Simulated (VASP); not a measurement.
Here is the system:

```yaml
crystal:
  lattice:
    - [2.86726, 0.00000, 0.00000]
    - [0.00000, 2.86726, 0.00000]
    - [0.00000, 0.00000, 2.86726]
  atoms:
    - { symbol: Al, position: [0.50000, 0.50000, 0.50000] }
    - { symbol: Fe, position: [0.00000, 0.00000, 0.00000] }
```

Level of theory: PBE GGA, VASP's PBE PAW potentials (set 64) (plane waves; VASP 6.6.1). Settings: 400 eV cut-off, 11×11×11 Γ-centred mesh, first-order Methfessel-Paxton smearing of 0.10 eV, potentials Al Fe.

Task: What does the run give for the energy per atom (σ→0), band gap (on the k-mesh) with the smallest direct gap where there is one?

Result: 
```
Quantity                                                    Result
------------------------  ----------------------------------------
band gap (on the k-mesh)  none (metal, semimetal or under 0.01 eV)
energy per atom (σ→0)                       -608.3 kJ/mol of atoms
```

The absolute energy has meaning only against runs of the same code, potentials and settings.

The compound is FeAl in the CsCl type structure. It was relaxed first. The start is the result of an earlier pass. The run is not spin-polarised, so no magnetic state was tried. The electron count is odd and the run is not spin-polarised, which forces a metal.
